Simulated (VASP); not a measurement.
Level of theory: PBEsol GGA, VASP's PBE PAW potentials (set 64) (plane waves; VASP).

The input files of a VASP run:

POSCAR:
```
HfN
4.4904710
  0.0000000000   0.4999999456   0.4999999456
  0.4999999456   0.0000000000   0.4999999456
  0.4999999456   0.4999999456   0.0000000000
Hf N
1 1
direct
  0.0000000000   0.0000000000   0.0000000000
  0.5000000000   0.5000000000   0.5000000000
```

### INCAR
```
ALGO = Normal
EDIFF = 1E-7
ENCUT = 520
GGA = PS
ICHARG = 11
ISMEAR = 0
LASPH = .TRUE.
LCHARG = .FALSE.
LMAXMIX = 6
LORBIT = 11
LREAL = .FALSE.
LWAVE = .FALSE.
NELM = 100
PREC = Accurate
SIGMA = 0.05
SYSTEM = HfN
```

**KPOINTS**
```
k-points along high-symmetry lines
15
Line-mode
Reciprocal
  0.000000   0.000000   0.000000 ! GAMMA
  0.500000   0.000000   0.500000 ! X

  0.500000   0.000000   0.500000 ! X
  0.625000   0.250000   0.625000 ! U

  0.375000   0.375000   0.750000 ! K
  0.000000   0.000000   0.000000 ! GAMMA

  0.000000   0.000000   0.000000 ! GAMMA
  0.500000   0.500000   0.500000 ! L

  0.500000   0.500000   0.500000 ! L
  0.500000   0.250000   0.750000 ! W

  0.500000   0.250000   0.750000 ! W
  0.500000   0.000000   0.500000 ! X
```

POTCAR, in this order: Hf_pv N (PBE.64 set). Program: vasp_std. Read from the step before: CHGCAR.

What VASP printed:

OSZICAR:
```
       N       E                     dE             d eps       ncg     rms          rms(c)
DAV:   1     0.366480368261E+02    0.36648E+02   -0.83082E+03  1980   0.128E+03
DAV:   2    -0.181753459084E+02   -0.54823E+02   -0.50722E+02  2504   0.248E+02
DAV:   3    -0.207078539005E+02   -0.25325E+01   -0.24318E+01  2629   0.404E+01
DAV:   4    -0.207442877377E+02   -0.36434E-01   -0.35726E-01  2535   0.426E+00
DAV:   5    -0.207451220874E+02   -0.83435E-03   -0.79989E-03  2484   0.449E-01
DAV:   6    -0.207451558508E+02   -0.33763E-04   -0.33717E-04  2632   0.630E-02
DAV:   7    -0.207451566333E+02   -0.78249E-06   -0.78023E-06  2461   0.906E-03
DAV:   8    -0.207451566710E+02   -0.37704E-07   -0.36950E-07  1998   0.150E-03
   1 F= -.20745157E+02 E0= -.20743468E+02  d E =-.337686E-02
```

OUTCAR:
```
 val. band max:        7.9064673284   @ k =   0.0357   0.0000   0.0357

 cond. band min:       7.9799951850   @ k =   0.0000   0.0000   0.0000



 k-point     1 :       0.0000    0.0000    0.0000
  band No.  band energies     occupation
      1     -22.6264      2.00000
      2     -22.6264      2.00000
      3     -22.6264      2.00000
      4      -9.1847      2.00000
      5       5.3580      2.00000
      6       5.3580      2.00000
      7       5.3580      2.00000
      8       7.9800      0.80600
      9       7.9800      0.80600
     10       7.9800      0.80600
     11      10.3503      0.00000

 k-point     2 :       0.0357    0.0000    0.0357
  band No.  band energies     occupation
      1     -22.6404      2.00000
      2     -22.6306      2.00000
      3     -22.6306      2.00000
      4      -9.1429      2.00000
      5       5.0780      2.00000
      6       5.2949      2.00000
      7       5.2949      2.00000
      8       7.9065      1.93336
      9       8.1111      0.00008
     10       8.1111      0.00008
     11      10.3768      0.00000

 k-point     3 :       0.0714    0.0000    0.0714
  band No.  band energies     occupation
      1     -22.6812      2.00000
      2     -22.6431      2.00000
      3     -22.6431      2.00000
      4      -9.0221      2.00000
      5       4.4170      2.00000
      6       5.1405      2.00000
      7       5.1405      2.00000
      8       7.6990      2.00000
      9       8.4673      0.00000
     10       8.4673      0.00000
     11      10.4508      0.00000

 k-point     4 :       0.1071    0.0000    0.1071
  band No.  band energies     occupation
      1     -22.7450      2.00000
      2     -22.6632      2.00000
      3     -22.6632      2.00000
      4      -8.8356      2.00000
      5       3.6361      2.00000
      6       4.9565      2.00000
      7       4.9565      2.00000
      8       7.3902      2.00000
      9       8.9798      0.00000
     10       8.9798      0.00000
...
```

The density is held fixed in this step, so its total energy and stress have no physical meaning. Unless said otherwise, spin-orbit coupling is left out, though it shifts the bands of the heavy elements here.

The compound is HfN in the rock salt structure. It was relaxed first. The electron count is odd and the run is not spin-polarised, which forces a metal.
